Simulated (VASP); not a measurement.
# MnO: hyperfine terms and field gradients

Wanted: contact terms and field gradients at the nuclei of MnO. The start is a cell from a database of measured crystal structures.

Calculated with VASP 6.6.1; LDA, DFT+U (Mn d 3 eV), spin-polarised from a ferromagnetic start; plane waves and PAW (Mn_pv, O), in the first sound run; inputs show where later runs differ.

Most raw output is cut from this account.

## 1. The structure

Symmetry: P6_3mc, No. 186, hexagonal system. The conventional cell has a = 3.372 Å, b = 3.372 Å, c = 5.386 Å, α = 90.00°, β = 90.00°, γ = 120.00°. Mn has 4 O at 1.96 to 2.08 Å nearest. Nearest to O lie 4 Mn at 1.96 to 2.08 Å. Farther neighbours and most contacts between anions are not listed.

As a file:

```cif
data_structure
_symmetry_space_group_name_H-M 'P 1'
_symmetry_Int_Tables_number 1
_cell_length_a 3.3717
_cell_length_b 3.3717
_cell_length_c 5.3855
_cell_angle_alpha 90.000
_cell_angle_beta 90.000
_cell_angle_gamma 120.000
_cell_volume 53.02
loop_
_atom_site_label
_atom_site_type_symbol
_atom_site_fract_x
_atom_site_fract_y
_atom_site_fract_z
_atom_site_occupancy
Mn1 Mn 0.66667 0.33333 0.51096 1
Mn2 Mn 0.33333 0.66667 0.01096 1
O3 O 0.66667 0.33333 0.87547 1
O4 O 0.33333 0.66667 0.37547 1
```

## 2. Local probes at LDA

Field gradients probe the charge near the nuclei, so LASPH is on and the cutoff is at least 1.4 times the default of the data sets; this run is at LDA. LHYPERFINE adds the spin density at the nuclei, with NGYROMAG = 1 for all, so that values scale to any isotope.

INCAR reads:

```
SYSTEM = MnO
PREC = Accurate
ENCUT = 560
EDIFF = 1E-07
NELM = 100
ISMEAR = -1
SIGMA = 0.05
LREAL = .FALSE.
ALGO = Normal
GGA = CA
NBANDS = 32
ISPIN = 2
MAGMOM = 4 4 0 0
LDAU = .TRUE.
LDAUTYPE = 2
LDAUL = 2 -1
LDAUU = 3 0
LDAUJ = 0 0
LDAUPRINT = 1
LASPH = .TRUE.
LMAXMIX = 4
LORBIT = 11
LWAVE = .FALSE.
LCHARG = .FALSE.
KPAR = 4
LEFG = .TRUE.
ICORELEVEL = 1
LHYPERFINE = .TRUE.
NGYROMAG = 1 1
```

POSCAR reads:

```
MnO
1.0
    3.3717000000      0.0000000000      0.0000000000
   -1.6858500000      2.9199778539      0.0000000000
    0.0000000000      0.0000000000      5.3855000000
Mn O
2 2
Direct
    0.6666666667      0.3333333333      0.5109600000
    0.3333333333      0.6666666667      0.0109600000
    0.6666666667      0.3333333333      0.8754700000
    0.3333333333      0.6666666667      0.3754700000
```

KPOINTS reads:

```
Automatic mesh
0
Gamma
9 9 6
0 0 0
```

The projector-augmented-wave data sets are Mn_pv and O (PBE family, release 64).

Started as:

```
> mpirun -np 4 vasp_std
```

Elapsed: 77 s, on 4 MPI ranks of AMD EPYC 7R43, shared host; peak memory 0.84 GiB.

The magnetic state follows from one typed start and may not be the lowest. These are scalar-relativistic Kohn-Sham levels of the ground state, with no core hole, so they are not binding energies. The atoms bear forces, and field gradients depend strongly on their positions. The PAW data sets were made with PBE, though LDA sets exist; this is a small mismatch.

Numbers from this step:

```
free energy (TOTEN)                               : -33.18 eV
energy at zero smearing                           : -33.18 eV
Fermi energy                                      : 5.083 eV
pressure                                          : -0.3145 GPa
moment of the cell, from the last line of the log : 9.999 μB
```

Spin moment in the PAW sphere by atom:

```csv
atom,spin moment in the PAW sphere (μB)
Mn1,4.51
Mn2,4.51
O3,0.15
O4,0.15
```

For a gyromagnetic ratio of 1 MHz/T at every nucleus. The program has divided the terms by the spin of the whole cell, so they fall as a cell holds more magnetic ions. A_tot leaves out the core's term, which the program lists beside it. Hyperfine Fermi contact, by row:

```csv
atom,A_tot (MHz),core term A_1c (MHz),"contact term, their sum (MHz)"
Mn1,6,-10.85,-4.851
Mn2,6,-10.85,-4.851
O3,2.623,-0.417,2.206
O4,2.623,-0.417,2.206
```

The two shallowest core shells; atoms whose shallowest level rounds to another's at 0.01 eV are left out. Core levels, by row:

```csv
atom,shell,level below the valence-band top (eV)
Mn1,2p,622.8
Mn1,3s,78.64
O3,1s,506.4
```

Ordered as |Vzz| ≥ |Vxx| ≥ |Vyy|, the program's way. Electric field gradients, by row:

```csv
atom,Vxx (V/Å²),Vyy (V/Å²),Vzz (V/Å²),asymmetry
Mn1,13.83,13.82,-27.65,0
Mn2,13.83,13.82,-27.65,0
O3,0.255,0.251,-0.506,0.008
O4,0.255,0.251,-0.506,0.008
```

The largest gradient is -27.65 V/Å², at Mn1.

## 3. Local probes at r2SCAN

This step: r2SCAN, DFT+U (Mn d 3 eV), spin-polarised from a ferromagnetic start; plane waves and PAW (Mn_pv, O) (VASP 6.6.1).

Field gradients probe the charge near the nuclei, so LASPH is on and the cutoff is at least 1.4 times the default of the data sets; this run is at r2SCAN. LHYPERFINE adds the spin density at the nuclei, with NGYROMAG = 1 for all, so that values scale to any isotope.

Changes to INCAR since step 2:

```diff
@@ -9,3 +9,4 @@
 ALGO = Normal
-GGA = CA
+METAGGA = R2SCAN
+LASPH = .TRUE.
 NBANDS = 32
@@ -19,3 +20,2 @@
 LDAUPRINT = 1
-LASPH = .TRUE.
 LMAXMIX = 4
@@ -26,3 +26,2 @@
 LEFG = .TRUE.
-ICORELEVEL = 1
 LHYPERFINE = .TRUE.
```

POSCAR is that of step 2.

KPOINTS is that of step 2.

Started as:

```
> mpirun -np 4 vasp_std
```

Run time: 4.2 min. Hardware: 4 MPI ranks; peak memory 1.1 GiB; 17 min of CPU time.

The PAW data sets were made with PBE, which is usual practice but a small mismatch for other functionals.

Numbers from this step:

| Item | Value |
| --- | --- |
| free energy (TOTEN) | -47.24 eV |
| energy at zero smearing | -47.24 eV |
| Fermi energy | 5.070 eV |
| pressure | 7.484 GPa |
| moment of the cell, from the last line of the log | 10 μB |

Spin moment in the PAW sphere by atom:

```csv
atom,spin moment in the PAW sphere (μB)
Mn1,4.60
Mn2,4.60
O3,0.13
O4,0.13
```

For a gyromagnetic ratio of 1 MHz/T at every nucleus. The program has divided the terms by the spin of the whole cell, so they fall as a cell holds more magnetic ions. A_tot leaves out the core's term, which the program lists beside it. Hyperfine Fermi contact, by row:

```csv
atom,A_tot (MHz),core term A_1c (MHz),"contact term, their sum (MHz)"
Mn1,7.223,-11.22,-4.002
Mn2,7.223,-11.22,-4.002
O3,3.115,-0.34,2.775
O4,3.115,-0.34,2.775
```

Ordered as |Vzz| ≥ |Vxx| ≥ |Vyy|, the program's way. Electric field gradients, by row:

```csv
atom,Vxx (V/Å²),Vyy (V/Å²),Vzz (V/Å²),asymmetry
Mn1,14.84,14.83,-29.66,0
Mn2,14.84,14.83,-29.66,0
O3,0.436,0.432,-0.867,0.004
O4,0.436,0.432,-0.867,0.004
```

The largest gradient is -29.66 V/Å², at Mn1.

## 4. Summary

This step: electric field gradients, LDA, r2SCAN; plane waves and PAW (VASP 6.6.1).

This step runs nothing: it gathers the runs above.

Cost is wall time times ranks on a shared host. EFG, by row:

```csv
functional,Vzz Mn1 (V/Å²),Vzz Mn2 (V/Å²),Vzz O3 (V/Å²),Vzz O4 (V/Å²),cost (core minutes)
LDA,-27.65,-27.65,-0.506,-0.506,5.13
r2SCAN,-29.66,-29.66,-0.867,-0.867,16.73
```

## 5. What came out

```json
{
  "LDA": "largest |Vzz| 27.6 V/Å²",
  "r2SCAN": "largest |Vzz| 29.7 V/Å²"
}
```

**Reading.** The largest field gradient is that at Mn1, Vzz = -27.6 V/Å² at LDA, with an asymmetry of 0.00. On that site the functionals span -29.7 to -27.6 V/Å², at costs of 5.1 to 17 core minutes. The Hubbard term of the inputs acts at every level. The largest contact term, with the core's share, for a gyromagnetic ratio of 1 MHz/T and divided by the spin of the whole cell: -4.85 MHz on Mn1 at LDA and -4.00 MHz on Mn1 at r2SCAN. At magnetic ions the core's share is large and depends on the functional. The values belong to the ordered state computed here. For isotopes with a quadrupole moment, the coupling follows from Vzz times that moment. Kohn-Sham core levels are too shallow against measured binding energies; only differences between inequivalent sites of one element, where there are any, carry meaning. The atoms weren't relaxed and carry forces of up to 0.76 eV/Å at LDA, so the numbers belong to the given coordinates, and a relaxation would change them. All of it rests on one ferromagnetic start, which may not be the order of the real compound, and on the typed U. Not tabulated here, as repeats of values shown or as unfit to read for their mesh, reference level or band range: hyperfine terms (local probes); gaps (local probes).

[Lines on the potential files, build, host, timing and source positions are cut from VASP's logs without a mark.]

[Logs are printed without paths, hosts, clocks, repeated set-up lines and the standing remarks that a program may print on its own settings, such as how far it seeks lower states.]

[Hosts, paths, dates, database ids (printed as entryN), source tags and the programs' standing remarks are cut or masked in the printed files.]
